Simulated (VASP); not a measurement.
Given:

```
Sb
1.0
    4.58088     0.00000     0.00000
    0.00000     4.39998     0.00000
    0.00000     0.00000    20.98882
Sb
4
Direct
  0.53918   0.00000   0.56647
  0.96082   0.50000   0.56647
  0.46082   0.00000   0.43353
  0.03918   0.50000   0.43353
```

The numbers are results of PBEsol GGA, VASP's PBE PAW potentials (set 64) (plane waves; VASP), not measurements. Run with 400 eV cut-off, 6×6×1 Γ-centred mesh, tetrahedra with Blöchl corrections, potentials Sb.

The cell holds a wide vacuum, so values per volume refer to the whole cell. The cores are frozen, which limits the accuracy of field gradients.

Question: Give the principal components of the electric field gradient (V/Å²) and the asymmetry η at each nucleus.

Answer: 
```
atom   Vxx   Vyy     Vzz     η
----  ----  ----  ------  ----
Sb1   70.0  51.0  -121.0  0.16
Sb2   70.0  51.0  -121.0  0.16
Sb3   70.0  51.0  -121.0  0.16
Sb4   70.0  51.0  -121.0  0.16
```

The cell is a sheet with vacuum, built from a generated structure.
